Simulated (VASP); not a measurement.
BaH4: single point with r2SCAN

Crystal: BaH4.

```xyz
5
Lattice="2.2908 1.3226 3.5363 -2.2908 1.3226 3.5363 0.0000 -2.6452 3.5363" Properties=species:S:1:pos:R:3 pbc="T T T"
Ba    0.0000    0.0000    0.0000
H     0.0000    0.0000    7.8597
H     0.0000    0.0000    2.7491
H     0.0000    0.0000    4.9192
H     0.0000    0.0000    5.6896
```

The cell was built by a generator and needn't be a form met in nature.

- Program: VASP 6.6.1
- Task: single point
- Functional: r2SCAN
- Potentials or basis: VASP PAW PBE potentials, release 64 (Ba_sv, H)
- Cutoff: 520 eV
- k mesh: 6 × 6 × 6
- Occupations: gaussian, width 0.02 eV
- Spin: no spin polarisation

The pressure is 0.0 GPa, the largest force is 0.287 eV/Å and the band gap on the k mesh is 2.94 eV, indirect (least direct gap 3.33 eV).

Forces on the atoms (eV/Å):
```
Ba   0.000  0.000  0.000
H    0.000  0.000  0.008
H    0.000  0.000 -0.008
H    0.000  0.000  0.287
H    0.000  0.000 -0.287
```

Stress tensor (GPa, compression positive):
```
 0.20  0.00  0.00
 0.00  0.20  0.00
 0.00  0.00 -0.29
```

Levels at points of the mesh, in eV from the valence-band top:
| k point | band 3 | band 4 | band 5 | band 6 | band 7 | band 8 | band 9 | band 10 | band 11 | band 12 |
| --- | --- | --- | --- | --- | --- | --- | --- | --- | --- | --- |
| (0.00, 0.00, 0.00) | -12.11 | -12.08 | -7.89 | -1.60 | 0.00 | 3.65 | 3.65 | 4.10 | 5.70 | 5.70 |
| (0.50, 0.00, 0.00) | -12.15 | -12.15 | -7.04 | -2.51 | -0.39 | 2.94 | 3.38 | 6.56 | 6.63 | 7.50 |
| (0.50, 0.50, 0.00) | -12.29 | -12.25 | -7.48 | -1.97 | -1.05 | 4.88 | 5.62 | 6.55 | 6.83 | 7.18 |
| (0.50, 0.50, 0.50) | -12.19 | -12.19 | -7.03 | -2.93 | -0.40 | 3.25 | 3.25 | 6.61 | 6.99 | 6.99 |

It took 89 s on 1 thread of Intel(R) Xeon(R) Platinum 8488C (Sapphire Rapids), on a shared host, peak memory 0.22 GiB.

Caveat: the PAW data sets were made with another functional, which shifts forces and pressure a little; spin-orbit coupling is left out, which moves the levels of the heavy elements. r2SCAN opens gaps a little over a GGA but as a rule still falls short of measured ones.
